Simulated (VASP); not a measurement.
All values below come from vdW-DF2, VASP's PBE PAW potentials (set 64) (plane waves; VASP).

Input for VASP

**INCAR**
```
SYSTEM = InSb
PREC = Accurate; ENCUT = 520; LREAL = .FALSE.
LASPH = .TRUE.
EDIFF = 1E-7; NELM = 100; ALGO = Normal
LMAXMIX = 4
ISMEAR = -5
GGA = ML; LUSE_VDW = .TRUE.; AGGAC = 0.0
ZAB_VDW = -1.8867
ISIF = 2
LWAVE = .FALSE.; LCHARG = .TRUE.; LORBIT = 11
NEDOS = 601
```

### KPOINTS
```
K-points
0
Gamma
10 10 10
```

### POSCAR
```
InSb
1.0
  0.0000000000   3.4202034091   3.4202034091
  3.4202034091   0.0000000000   3.4202034091
  3.4202034091   3.4202034091   0.0000000000
In Sb
1 1
Cart
  3.4202034091   3.4202034091   0.0000000000
  1.7101017045   1.7101017045   1.7101017045
```

POTCAR, in this order: In_d Sb (PBE.64 set). Program: vasp_std.

Unless said otherwise, spin-orbit coupling is left out, though it shifts the bands of the heavy elements here.

Problem. What does the run give for the energy per atom (σ→0), band gap (on the k-mesh)?

Solution. 
- energy per atom (σ→0): -0.638 eV/atom
- band gap (on the k-mesh): none (metal, semimetal or under 0.01 eV)

File OSZICAR:
```
...
DAV:   9    -0.127520102564E+01   -0.75922E-04   -0.13312E-03  1432   0.383E-01    0.716E-02
DAV:  10    -0.127520459233E+01   -0.35667E-05   -0.45213E-05  1707   0.580E-02    0.381E-02
DAV:  11    -0.127520839879E+01   -0.38065E-05   -0.23002E-05  1382   0.637E-02    0.215E-02
DAV:  12    -0.127520965623E+01   -0.12574E-05   -0.15278E-06  1515   0.888E-03    0.649E-03
DAV:  13    -0.127520946470E+01    0.19153E-06   -0.38719E-07  1287   0.707E-03    0.219E-03
DAV:  14    -0.127520927265E+01    0.19206E-06   -0.21636E-08   761   0.123E-03    0.538E-04
DAV:  15    -0.127520925518E+01    0.17468E-07   -0.54567E-09   636   0.600E-04
   1 F= -.12752093E+01 E0= -.12752093E+01  d E =0.000000E+00
```

The compound is InSb in the zinc blende structure. It was relaxed first, which changed the volume by +18 %.
